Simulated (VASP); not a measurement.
All values below come from PBE GGA, VASP's PBE PAW potentials (set 64) (plane waves; VASP).

VASP ran on this input.

### INCAR
```
# general
SYSTEM  = CuZn
PREC    = Accurate
ENCUT   = 400
LREAL   = F   # projection in real space or not
LASPH   = T   # aspherical one-centre terms

# electronic loop
EDIFF   = 1E-6   # SCF stop (eV)
NELM    = 100
ALGO    = Normal   # blocked Davidson
LMAXMIX = 4   # l cut-off of mixed one-centre charges

# smearing
ISMEAR  = 1   # Methfessel-Paxton
SIGMA   = 0.1   # width (eV)

# functional
GGA     = PE   # PBE

# ions
ISIF    = 2

# output
LWAVE   = F
LCHARG  = F
```

### KPOINTS
```
Automatic mesh
0
Gamma
2 2 2
0 0 0
```

### POSCAR
```
CuZn
1
    2.9426450000     0.0000000000     0.0000000000
    0.0000000000     3.0217000000     0.0000000000
    0.0000000000     0.0000000000     2.8630930000
Zn Cu
1 1
Direct
  0.5000000000   0.5000000000   0.5000000000
  0.0282090000   0.0000000000   0.0000000000
```

POTCAR, in this order: Zn Cu (PBE.64 set). Program: vasp_std.

What VASP printed:

**OUTCAR**
```
 ion  position               nearest neighbor table
   1  0.500  0.500  0.500-   2 2.50   2 2.50   2 2.50   2 2.50   2 2.60   2 2.60   2 2.60   2 2.60
  LATTYP: Found a simple orthorhombic cell.
 ALAT       =     2.8630930000
 B/A-ratio  =     1.0277853356
 C/A-ratio  =     1.0553970828
 Subroutine PRICEL returns:
 Original cell was already a primitive cell.
 Subroutine GETGRP returns: Found  4 space group operations
The static configuration has the point symmetry C_2v.
The dynamic configuration has the point symmetry C_2v.
 Subroutine INISYM returns: Found  4 space group operations
 Subroutine IBZKPT returns following result:
 Found      8 irreducible k-points:

 Following reciprocal coordinates:
            Coordinates               Weight
  0.000000  0.000000  0.000000      1.000000
  0.500000  0.000000  0.000000      1.000000
  0.000000  0.500000  0.000000      1.000000
  0.500000  0.500000  0.000000      1.000000
  0.000000  0.000000  0.500000      1.000000
  0.500000  0.000000  0.500000      1.000000
  0.000000  0.500000  0.500000      1.000000
  0.500000  0.500000  0.500000      1.000000
...
```

**OSZICAR**
```
       N       E                     dE             d eps       ncg     rms          rms(c)
DAV:   1     0.101259091981E+03    0.10126E+03   -0.97242E+03   240   0.211E+03
DAV:   2    -0.357465899986E+01   -0.10483E+03   -0.10060E+03   240   0.305E+02
DAV:   3    -0.633847553165E+01   -0.27638E+01   -0.27346E+01   331   0.659E+01
DAV:   4    -0.635065352527E+01   -0.12178E-01   -0.12176E-01   282   0.381E+00
DAV:   5    -0.635087004615E+01   -0.21652E-03   -0.21651E-03   346   0.543E-01    0.103E+01
DAV:   6    -0.627037383398E+01    0.80496E-01   -0.25495E+01   278   0.105E+02    0.728E+00
DAV:   7    -0.484450229183E+01    0.14259E+01   -0.44535E+00   262   0.114E+02    0.212E+00
DAV:   8    -0.484768705060E+01   -0.31848E-02   -0.51169E-01   349   0.983E+00    0.123E+00
DAV:   9    -0.483900585562E+01    0.86812E-02   -0.68208E-03   336   0.151E+00    0.293E-01
DAV:  10    -0.483762102861E+01    0.13848E-02   -0.22520E-03   339   0.962E-01    0.964E-02
DAV:  11    -0.483741036326E+01    0.21067E-03   -0.60544E-04   348   0.517E-01    0.392E-02
DAV:  12    -0.483738030008E+01    0.30063E-04   -0.13969E-04   333   0.264E-01    0.723E-03
DAV:  13    -0.483738004980E+01    0.25029E-06   -0.13974E-05   364   0.835E-02    0.238E-03
DAV:  14    -0.483737981682E+01    0.23298E-06   -0.77694E-07   157   0.212E-02
   1 F= -.48373798E+01 E0= -.48357182E+01  d E =-.498471E-02
```

**OUTCAR**
```
------------------------ aborting loop because EDIFF is reached ----------------------------------------
  FORCE on cell =-STRESS in cart. coord.  units (eV):
  Direction    XX          YY          ZZ          XY          YZ          ZX
  --------------------------------------------------------------------------------------
  Total       -0.8510452      0.3429537     -0.0351434      0.0000000      0.0000000      0.0000000
  in kB      -53.5597523     21.5834748     -2.2117151      0.0000000      0.0000000      0.0000000
  external PRESSURE =     -11.3959975 kB  Pullay stress =       0.0000000 kB
  volume of cell :       25.46
      direct lattice vectors                 reciprocal lattice vectors
     2.942645000  0.000000000  0.000000000     0.339830323  0.000000000  0.000000000
     0.000000000  3.021700000  0.000000000     0.000000000  0.330939537  0.000000000
     0.000000000  0.000000000  2.863093000     0.000000000  0.000000000  0.349272622
 POSITION                                       TOTAL-FORCE (eV/Angst)
 -----------------------------------------------------------------------------------
      1.47132      1.51085      1.43155         0.441433      0.000000      0.000000
      0.08301      0.00000      0.00000        -0.441433      0.000000      0.000000
 -----------------------------------------------------------------------------------
    total drift:                                0.001382      0.000000      0.000022
  FREE ENERGIE OF THE ION-ELECTRON SYSTEM (eV)
  ---------------------------------------------------
  free  energy   TOTEN  =        -4.8373798168 eV

  energy  without entropy=       -4.8323951077  energy(sigma->0) =       -4.83571825
```
(Selected blocks of OUTCAR.)

The compound is CuZn in the CsCl type structure. The cell was not relaxed at this level, atoms are displaced from their ideal sites. The k-mesh is coarse (spacing up to 1.10 per Å, 2π included), so the numbers may not be converged in it. The run is one of a series of settings (KPOINTS 2×2×2 Γ-centred mesh against the base run), some of them coarse on purpose. The electron count is odd and the run is not spin-polarised, which forces a metal.
